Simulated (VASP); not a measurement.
Method: PBE GGA + U (Dudarev), VASP's PBE PAW potentials (set 64) (plane waves; VASP).

A VASP calculation is set up with these files.

### INCAR
```
SIGMA=0.1
LCHARG=.False.
ALGO=Normal   # blocked Davidson
LDAUL=2 -1
LDAUPRINT=1
ISIF=2   # forces and stress, cell fixed
EDIFF=1E-6   # SCF stop (eV)
LDAU=.True.
LMAXMIX=4   # l cut-off of mixed one-centre charges
NELM=100
ISMEAR=1   # Methfessel-Paxton
LWAVE=.False.
LDAUU=8.0 0
LDAUJ=0 0
LDAUTYPE=2   # Dudarev
LREAL=.False.   # projection in real space or not
SYSTEM=TiB2
GGA=PE
PREC=Accurate
LASPH=.True.   # aspherical one-centre terms
ENCUT=520
LORBIT=10
```

File KPOINTS:
```
Automatic mesh
0
Gamma
10 10 9
0 0 0
```

POSCAR:
```
TiB2
1
    1.5150000000    -2.6240570000     0.0000000000
    1.5150000000     2.6240570000     0.0000000000
    0.0000000000     0.0000000000     3.2300000000
Ti B
1 2
Direct
  0.0000000000   0.0000000000   0.0000000000
  0.3333330000   0.6666670000   0.5000000000
  0.6666670000   0.3333330000   0.5000000000
```

POTCAR, in this order: Ti_sv B (PBE.64 set). Program: vasp_std.

Q: Predict the energy per atom (σ→0), pressure, band gap (on the k-mesh).

A: 
| Item | Result |
|---|---|
| energy per atom (σ→0) | -6.076 eV/atom |
| band gap (on the k-mesh) | none (metal, semimetal or under 0.01 eV) |
| pressure | 16.78 GPa |

**OSZICAR**
```
...
DAV:   8    -0.182279691177E+02   -0.14717E-01   -0.18043E-01  2409   0.588E+00    0.627E-01
DAV:   9    -0.182286249418E+02   -0.65582E-03   -0.25844E-02  2559   0.185E+00    0.214E-01
DAV:  10    -0.182280639819E+02    0.56096E-03   -0.50137E-03  2478   0.747E-01    0.112E-01
DAV:  11    -0.182279082164E+02    0.15577E-03   -0.11993E-03  2276   0.498E-01    0.442E-02
DAV:  12    -0.182279177440E+02   -0.95276E-05   -0.62555E-05  2115   0.849E-02    0.155E-02
DAV:  13    -0.182279161994E+02    0.15445E-05   -0.10376E-05  2354   0.396E-02    0.513E-03
DAV:  14    -0.182279170778E+02   -0.87838E-06   -0.20484E-06  1745   0.125E-02
   1 F= -.18227917E+02 E0= -.18227817E+02  d E =-.299495E-03
```

The compound is TiB2 in the AlB2 type structure. The cell was not relaxed at this level. The run is one of a series of settings (LDAU = .TRUE., LDAUJ = 0 0, LDAUL = 2 -1, LDAUTYPE = 2, LDAUU = 8.0 0 against the base run), some of them coarse on purpose.
